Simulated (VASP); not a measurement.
Here is the system:

```
Si
1.0
    3.84651     0.00000     0.00000
    0.00000     3.84651     0.00000
    0.00000     0.00000    25.90382
Si
8
Direct
  0.25000   0.50000   0.31662
  0.25000   0.00000   0.36857
  0.75000   0.00000   0.42136
  0.75000   0.50000   0.47358
  0.25000   0.50000   0.52642
  0.25000   0.00000   0.57864
  0.75000   0.00000   0.63143
  0.75000   0.50000   0.68338
```

All values below come from r2SCAN meta-GGA, VASP's PBE PAW potentials (set 64) (plane waves; VASP 6.6.1). Numerical set-up: PREC = Normal, 400 eV cut-off, 7×7×1 Γ-centred mesh, first-order Methfessel-Paxton smearing of 0.10 eV, potentials Si.

Question: Predict the energy per atom (σ→0), band gap (on the k-mesh) with the smallest direct gap where there is one.

Answer: 
```json
{
  "band gap (on the k-mesh)": "none (metal, semimetal or under 0.01 eV)",
  "energy per atom (σ→0)": "-792.7 kJ/mol of atoms"
}
```

The absolute energy has meaning only against runs of the same code, potentials and settings.

The cell is a thin slab with vacuum, built from Si (diamond): (100) face.
